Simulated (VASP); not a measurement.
A convergence study with VASP on CdS (zinc blende): one setting is varied, all else stays as given below, so the limit is that of these other settings.

```yaml
crystal:
  lattice:
    - [0.00000, 2.91000, 2.91000]
    - [2.91000, 0.00000, 2.91000]
    - [2.91000, 2.91000, 0.00000]
  atoms:
    - { symbol: Cd, position: [0.00000, 0.00000, 0.00000] }
    - { symbol: S, position: [0.25000, 0.25000, 0.25000] }
```

Computed with LDA (Ceperley-Alder, Perdew-Zunger), VASP's LDA PAW potentials (set 64) (plane waves; VASP). The tightest run used: 550 eV cut-off, 13×13×13 Monkhorst-Pack mesh, Gaussian smearing of 0.050 eV, potentials Cd S.

```csv
setting,E (eV/atom),pressure (GPa),irreducible k-points
1×1×1 mesh,1.9180,41.59,1
2×2×2 mesh,-3.6836,-1.40,2
3×3×3 mesh,-3.6104,-0.84,4
```

### Question
These are the cheaper rows. Estimate the results at 13×13×13 mesh, and how far the last row shown lies from them.

### Answer

```csv
quantity,tightest run,last row shown is off by
E (eV/atom),-3.7009,0.0905
pressure (GPa),-1.61,0.77
```

Left out are rungs that failed or repeat a setting and relaxations that didn't move; long series are thinned to 24 rows.

The compound is CdS in the zinc blende structure, a metastable form; wurtzite is the usual one. The cell was not relaxed at this level.
